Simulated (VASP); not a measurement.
# KPt (P-6m2) in VASP: a series of runs

The runs below take KPt through single point, with PBE.

All numbers are computed with VASP 6.6.1; they aren't measurements. Logs are shortened: lines on timing, memory, paths and dates and some standing lists are left out, and cuts for length are marked.

**1. Starting point**

It takes space group P-6m2 (No. 187, hexagonal). Conventional cell: a = 3.001 Å, b = 3.001 Å, c = 5.346 Å, α = 90.00°, β = 90.00°, γ = 120.00°. K (site symmetry -6m2) has 6 K at 3.00 Å and 6 Pt at 3.19 Å as nearest neighbours. Around Pt (site symmetry -6m2) lie 6 Pt at 3.00 Å and 6 K at 3.19 Å.

The cell comes from a database or a generator and needn't be the stable form of this composition.

**2. Single point, PBE**

Contents of INCAR:

```
PREC     = Accurate       # precision mode
ENCUT    = 520            # plane-wave cutoff, eV
EDIFF    = 1E-6           # SCF threshold, eV
ISMEAR   = -1             # smearing method
SIGMA    = 0.15           # smearing width, eV
LREAL    = F              # projectors in reciprocal space
LASPH    = T              # aspherical terms in the spheres
NELM     = 100            # most SCF steps
ALGO     = Fast           # electronic algorithm
ISIF     = 2              # what is computed and relaxed
LWAVE    = F              # write WAVECAR
LCHARG   = F              # write CHGCAR
GGA      = PE             # functional
NBANDS   = 16             # bands
```

Contents of KPOINTS:

```
Automatic mesh
0
Gamma
  9 9 4
```

Contents of POSCAR:

```
KPt
1.0
    3.0008470000      0.0000000000      0.0000000000
   -1.5004240000      2.5988100000      0.0000000000
    0.0000000000      0.0000000000      5.3455780000
K Pt
1 1
Direct
    0.3333333333      0.6666666667      0.5000000000
    0.0000000000      0.0000000000      0.0000000000
```

Potentials or basis: VASP PAW PBE potentials, release 64 (K_sv, Pt).

The run is started by

```bash
cat potpaw_PBE.64/K_sv/POTCAR potpaw_PBE.64/Pt/POTCAR > POTCAR
mpirun -np 1 vasp_std > vasp.out
```

OUTCAR:

```text
PREC = Accurate
   ENCUT = 520
   EDIFF = 1E-6
   ISMEAR = -1
   LREAL = F
   LASPH = T
   NELM = 100
   ISIF = 2
   GGA = PE

 ion  position               nearest neighbor table
   1  0.333  0.667  0.500-   2 3.19   2 3.19   2 3.19   2 3.19   2 3.19   2 3.19
   2  0.000  0.000  0.000-   1 3.19   1 3.19   1 3.19   1 3.19   1 3.19   1 3.19

  LATTYP: Found a hexagonal cell.
 ALAT       =     3.0008470000
 C/A-ratio  =     1.7813563970

  Lattice vectors:

 A1 = (   3.0008470000,   0.0000000000,   0.0000000000)
 A2 = (  -1.5004240000,   2.5988100000,   0.0000000000)
 A3 = (   0.0000000000,   0.0000000000,   5.3455780000)

Analysis of symmetry for initial positions (statically):
=====================================================================
 Subroutine PRICEL returns:
 Original cell was already a primitive cell.

 Routine SETGRP: Setting up the symmetry group for a
 hexagonal supercell.

 Subroutine GETGRP returns: Found 12 space group operations
 (whereof 12 operations were pure point group operations)
 out of a pool of 24 trial point group operations.

The static configuration has the point symmetry D_3h.

Analysis of symmetry for dynamics (positions and initial velocities):
=====================================================================
 Subroutine PRICEL returns:
 Original cell was already a primitive cell.

 Routine SETGRP: Setting up the symmetry group for a
 hexagonal supercell.

 Subroutine GETGRP returns: Found 12 space group operations
 (whereof 12 operations were pure point group operations)
 out of a pool of 24 trial point group operations.

The dynamic configuration has the point symmetry D_3h.

 Subroutine INISYM returns: Found 12 space group operations
 (whereof 12 operations are pure point group operations),
 and found     1 'primitive' translations

----------------------------------------------------------------------------------------

                                     Primitive cell

  volume of cell :      41.6882

  direct lattice vectors                    reciprocal lattice vectors
     3.000847000  0.000000000  0.000000000     0.333239249  0.192395814  0.000000000
    -1.500424000  2.598810000  0.000000000     0.000000000  0.384791501  0.000000000
     0.000000000  0.000000000  5.345578000     0.000000000  0.000000000  0.187070509

  length of vectors
[... 80 lines left out ...]
   ENCUT  =  520.0 eV  38.22 Ry    6.18 a.u.   5.58  5.58  9.94*2*pi/ulx,y,z
   NELM   =    100;   NELMIN=  2; NELMDL= -5     # of ELM steps
   EDIFF  = 0.1E-05   stopping-criterion for ELM
   LREAL  =      F    real-space projection
   EDIFFG = 0.1E-04   stopping-criterion for IOM
   NSW    =      0    number of steps for IOM
   IBRION =     -1    ionic relax: 0-MD 1-quasi-New 2-CG
   NFREE  =      0    steps in history (QN), initial steepest desc. (CG)
   ISIF   =      2    stress and relaxation
   ISYM   =      2    0-nonsym 1-usesym 2-fastsym
   POTIM  = 0.5000    time-step for ionic-motion
   TEBEG  =    0.0;   TEEND  =   0.0 temperature during run
   PSTRESS=    0.0 pullay stress
   NELECT =      19.0000    total number of electrons
   NUPDOWN=      -1.0000    fix difference up-down
   EMIN   =  10.00;   EMAX   =-10.00  energy-range for DOS
   EFERMI =   0.00;   METHOD = LEGACY
   ISMEAR =    -1;   SIGMA  =   0.15  broadening in eV -4-tet -1-fermi 0-gaus
   EFERMI_NEDOS =   21; number of points for ismear=-14 and -15
   IALGO  =     68    algorithm
   IMIX   =      4    mixing-type and parameters
     AMIX     =   0.40;   BMIX     =  1.00
     AMIX_MAG =   1.60;   BMIX_MAG =  1.00
  volume/ion in A,a.u.               =      20.84       140.66
  Fermi-wavevector in a.u.,A,eV,Ry     =   1.259858  2.380787 21.595749  1.587243
  Thomas-Fermi vector in A             =   2.393397
   LORBIT       =      0    0 simple, 1 ext, 2 COOP (PROOUT), +10 PAW based schemes
   GGA     = PE    functional components
   LHFCALC =     F    Hartree Fock is set to
   AEXX    =    0.0000 exact exchange contribution
   IVDW    =     0    specifies the selected vdW correction
   LEPSILON=     F    determine dielectric tensor
   LRPA    =     F    only Hartree local field effects (RPA)
 non-spin polarized calculation
 RMM-DIIS sequential band-by-band and
  energy-cutoff  :      520.00
  volume of cell :       41.69
 maximum number of plane-waves:      1147
 NGX is ok and might be reduce to    24
   NGX = 11   NGY = 11   NGZ = 19

 number of electron      19.0000001 magnetization

 Free energy of the ion-electron system (eV)
  ---------------------------------------------------
  ext. energy  EPLUGINS =         0.00000000
  ---------------------------------------------------
  free energy    TOTEN  =        -6.61684120 eV

  energy without entropy =       -6.56919908  energy(sigma->0) =       -6.59302014

 E-fermi :   5.5695     XC(G=0): -10.6155

 val. band max:        5.5618390837   @ k =   0.4444  -0.0000   0.2500
 cond. band min:       5.9073638181   @ k =   0.4444  -0.0000   0.5000
 fundamental gap:      0.3455247344
 Fermi energy:         5.5694735448

 k-point     1 :       0.0000    0.0000    0.0000
  band No.  band energies     occupation
      1     -26.8350      2.00000
      2     -10.0963      2.00000
      3      -9.2032      2.00000
      4      -9.2032      2.00000
      5      -0.9307      2.00000
      6       2.1774      2.00000
[... 433 lines left out ...]
      3     -10.7629      2.00000
      4      -9.5455      2.00000
      5       2.6985      2.00000
      6       2.8045      2.00000
[... 8 lines left out ...]
     15      12.5675      0.00000
     16      13.6716      0.00000

 [... further k-points ...]

------------------------ aborting loop because EDIFF is reached ----------------------------------------

  FORCE on cell =-STRESS in cart. coord.  units (eV):
  Direction    XX          YY          ZZ          XY          YZ          ZX
  --------------------------------------------------------------------------------------
  -------------------------------------------------------------------------------------
  Total        0.0379546      0.0379546      0.2626652     -0.0000000      0.0000000      0.0000000
  in kB        1.4586877      1.4586880     10.0948532     -0.0000003      0.0000000      0.0000000
  external PRESSURE =       4.3374096 kB  Pullay stress =       0.0000000 kB

 VOLUME and BASIS-vectors are now :
 -----------------------------------------------------------------------------
  energy-cutoff  :      520.00
  volume of cell :       41.69
      direct lattice vectors                 reciprocal lattice vectors
     3.000847000  0.000000000  0.000000000     0.333239249  0.192395814  0.000000000
    -1.500424000  2.598810000  0.000000000     0.000000000  0.384791501  0.000000000
     0.000000000  0.000000000  5.345578000     0.000000000  0.000000000  0.187070509

 POSITION                                       TOTAL-FORCE (eV/Angst)
 -----------------------------------------------------------------------------------
     -0.00000      1.73254      2.67279         0.000000      0.000000      0.000000
      0.00000      0.00000      0.00000        -0.000000     -0.000000      0.000000
 -----------------------------------------------------------------------------------
    total drift:                                0.000000     -0.000000     -0.000000

  FREE ENERGIE OF THE ION-ELECTRON SYSTEM (eV)
  ---------------------------------------------------
  free  energy   TOTEN  =        -6.6168411975 eV

  energy  without entropy=       -6.5691990756  energy(sigma->0) =       -6.59302014
```

OSZICAR:

```text
N       E                     dE             d eps       ncg     rms          rms(c)
DAV:   1     0.116508556902E+03    0.11651E+03   -0.91091E+03  1184   0.108E+03
DAV:   2    -0.239789681073E+01   -0.11891E+03   -0.11136E+03  1496   0.288E+02
DAV:   3    -0.695057067268E+01   -0.45527E+01   -0.45223E+01  1984   0.452E+01
DAV:   4    -0.699059718497E+01   -0.40027E-01   -0.39984E-01  1384   0.373E+00
DAV:   5    -0.699152683967E+01   -0.92965E-03   -0.92964E-03  1728   0.421E-01    0.895E+00
RMM:   6    -0.670425668143E+01    0.28727E+00   -0.59622E-01  1154   0.495E+00    0.462E+00
RMM:   7    -0.662905093167E+01    0.75206E-01   -0.69391E-02  1280   0.159E+00    0.305E+00
RMM:   8    -0.661740750193E+01    0.11643E-01   -0.74386E-02  1434   0.182E+00    0.595E-01
RMM:   9    -0.661660420921E+01    0.80329E-03   -0.99564E-03  1476   0.694E-01    0.222E-01
RMM:  10    -0.661674152940E+01   -0.13732E-03   -0.19603E-03  1745   0.247E-01    0.101E-01
RMM:  11    -0.661681296685E+01   -0.71437E-04   -0.47953E-04  1729   0.122E-01    0.360E-02
RMM:  12    -0.661682802428E+01   -0.15057E-04   -0.18120E-04  1800   0.740E-02    0.170E-02
RMM:  13    -0.661683593496E+01   -0.79107E-05   -0.60379E-05  1765   0.365E-02    0.699E-03
RMM:  14    -0.661683914087E+01   -0.32059E-05   -0.21038E-05  1501   0.210E-02    0.713E-03
RMM:  15    -0.661684059887E+01   -0.14580E-05   -0.92535E-06  1306   0.135E-02    0.210E-03
RMM:  16    -0.661684119747E+01   -0.59860E-06   -0.44337E-06  1139   0.931E-03
   1 F= -.66168412E+01 E0= -.65930201E+01  d E =-.476421E-01
```

stdout:

```text
POSCAR found type information on POSCAR K Pt
 POSCAR found :  2 types and       2 ions
 scaLAPACK will be used
 LDA part: xc-table for (Slater+PW92), standard interpolation
 POSCAR, INCAR and KPOINTS ok, starting setup
 FFT: planning ... GRIDC
 FFT: planning ... GRID_SOFT
 FFT: planning ... GRID
 WAVECAR not read
 entering main loop
WARNING in EDDRMM: call to ZHEGV failed, returncode =   6  3     10
WARNING in EDDRMM: call to ZHEGV failed, returncode =   8  4     11
```

It took 13 s on 1 thread of Intel Xeon 6975P-C (Granite Rapids), shared host; peak memory 0.16 GiB.

What came out:

| Quantity | Value |
| --- | --- |
| Free energy | -6.6168 eV |
| Pressure | 0.4 GPa |
| Band gap on the k mesh | none (metal or under the smearing width) |

Stress tensor (GPa, compression positive):
```
0.15 0.00 0.00
0.00 0.15 0.00
0.00 0.00 1.01
```

Spin-orbit coupling is left out, which matters for the levels of Pt.

**3. Single point, PBE**

Contents of INCAR:

```
ALGO = Fast
EDIFF = 1E-6
ENCUT = 520
GGA = PE
ISIF = 2
ISMEAR = -1
LASPH = True
LCHARG = True
LELF = True
LREAL = False
LVHAR = True
LWAVE = False
NBANDS = 16
NELM = 100
PREC = Accurate
SIGMA = 0.15
```

Contents of KPOINTS:

```
k-points
0
Gamma
  9 9 4
```

POSCAR is that of step 2.

Potentials or basis: VASP PAW PBE potentials, release 64 (K_sv, Pt).

The run is started by

```bash
cat potpaw_PBE.64/K_sv/POTCAR potpaw_PBE.64/Pt/POTCAR > POTCAR
mpirun -np 1 vasp_std > vasp.out
```

Run time: 13 s. Hardware: 1 thread of Intel Xeon 6975P-C (Granite Rapids), shared host; peak memory 0.16 GiB.

The run converged. Its results:

- Free energy: -6.6168 eV
- Pressure: 0.4 GPa
- Band gap on the k mesh: none (metal or under the smearing width)

Stress tensor (GPa, compression positive):
```
0.15 0.00 0.00
0.00 0.15 0.00
0.00 0.00 1.01
```

Levels at points of the mesh, in eV from the Fermi level:
| k point | band 7 | band 8 | band 9 | band 10 | band 11 | band 12 | band 13 | band 14 |
| --- | --- | --- | --- | --- | --- | --- | --- | --- |
| (0.00, 0.00, 0.00) | -2.43 | -2.43 | -1.08 | -1.08 | 1.57 | 1.89 | 5.61 | 5.61 |
| (0.00, 0.00, 0.50) | -2.44 | -2.44 | -1.45 | -1.08 | -1.08 | 2.83 | 5.75 | 5.75 |

The run has no spin-orbit coupling, so splittings on Pt are missing.
